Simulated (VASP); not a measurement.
Input:

```xyz
1
Lattice="-1.6500 1.6500 1.6500 1.6500 -1.6500 1.6500 1.6500 1.6500 -1.6500" Properties=species:S:1:pos:R:3 pbc="T T T"
Nb     0.0000     0.0000     0.0000
```

These are AM05 GGA, VASP's PBE PAW potentials (set 64) (plane waves; VASP) values and carry that method's errors. Settings: 520 eV cut-off, 14×14×14 Γ-centred mesh, first-order Methfessel-Paxton smearing of 0.10 eV, potentials Nb_sv.

Energy and stress use the plane-wave basis of the starting cell.

### Question
The ions, cell shape and volume are relaxed. What does this cell relax into?

### Answer

```xyz
1
Lattice="-1.6336 1.6336 1.6336 1.6336 -1.6336 1.6336 1.6336 1.6336 -1.6336" Properties=species:S:1:pos:R:3 pbc="T T T"
Nb     1.6336     1.6336     1.6336
```
Space group Im-3m (229), at a tolerance of 0.03 Å.

### Question
How do energy and volume change from the first to the last step?

### Answer
The energy (σ→0) changes by -8.6 meV/atom and the volume by -3.0 %, in 4 ionic steps.

The compound is Nb in the bcc structure. This run relaxes it. Symmetry was kept, so distortions that lower it aren't found.
